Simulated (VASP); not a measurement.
## PdC18: single point with PBE

Slab: PdC18, a slab with vacuum.

```
C Pd
1.0
     7.39800    0.00000    0.00000
    -3.69900    6.40686    0.00000
     0.00000    0.00000   11.00000
C Pd
18 1
Direct
  0.00173 0.99827 0.09791
  0.22612 0.11010 0.09733
  0.00258 0.33098 0.08721
  0.22435 0.44241 0.08803
  0.00338 0.66340 0.08983
  0.22453 0.77547 0.08588
  0.33660 0.99662 0.08983
  0.55757 0.10910 0.08812
  0.33688 0.33186 0.09182
  0.55743 0.44257 0.09058
  0.33613 0.66387 0.08582
  0.55759 0.77565 0.08803
  0.66902 0.99742 0.08721
  0.88952 0.11048 0.08947
  0.66931 0.33069 0.08963
  0.89090 0.44243 0.08812
  0.66814 0.66312 0.09182
  0.88990 0.77388 0.09733
  0.03239 0.96761 0.28513
```

The cell was built by a generator and needn't be a form met in nature.

```
Program                : VASP 6.6.1
Task                   : single point
Functional             : PBE
Potentials or basis    : VASP PAW PBE potentials, release 64 (C, Pd)
Cutoff                 : 520 eV
k mesh                 : 2 × 2 × 1
Occupations            : gaussian, width 0.05 eV
Spin                   : no spin polarisation
Dipole correction      : no
Further INCAR settings : LREAL = Auto; ALGO = Normal; EDIFF = 1e-06; NBANDS = 56
```

- Largest force: 0.043 eV/Å
- Band gap on the k mesh: 0.18 eV, direct

Forces on the atoms (eV/Å):
```
C    0.004 -0.002 -0.008
C    0.032 -0.026  0.013
C   -0.007  0.009 -0.002
C    0.004  0.002 -0.001
C   -0.019  0.009 -0.005
C   -0.007  0.004 -0.001
C   -0.017  0.012 -0.005
C    0.000 -0.009 -0.001
C    0.004  0.013  0.001
C    0.016 -0.009  0.000
C   -0.011  0.006 -0.001
C    0.000 -0.005 -0.001
C   -0.011  0.002 -0.002
C   -0.008  0.005 -0.008
C   -0.019  0.011  0.002
C    0.008  0.005 -0.001
C   -0.009 -0.010  0.001
C    0.038 -0.014  0.013
Pd   0.003 -0.002  0.007
```

Levels at points of the mesh, in eV from the valence-band top:
| k point | band 39 | band 40 | band 41 | band 42 | band 43 | band 44 |
| --- | --- | --- | --- | --- | --- | --- |
| (0.00, 0.00, 0.00) | -1.48 | -0.06 | 0.00 | 0.18 | 0.20 | 0.89 |
| (0.50, 0.00, 0.00) | -1.42 | -1.25 | -1.08 | 0.92 | 1.61 | 2.34 |
| (0.50, 0.50, 0.00) | -1.50 | -1.19 | -1.11 | 0.96 | 1.67 | 2.38 |

Run time: 100 s on 1 thread of Intel(R) Xeon(R) 6975P-C (Granite Rapids), with other jobs on the host, peak memory 0.55 GiB.

Caveat: the k mesh is coarse (spacing up to 0.49 Å⁻¹), so the values aren't converged. PBE gaps usually lie below the measured ones, often by a third to a half.
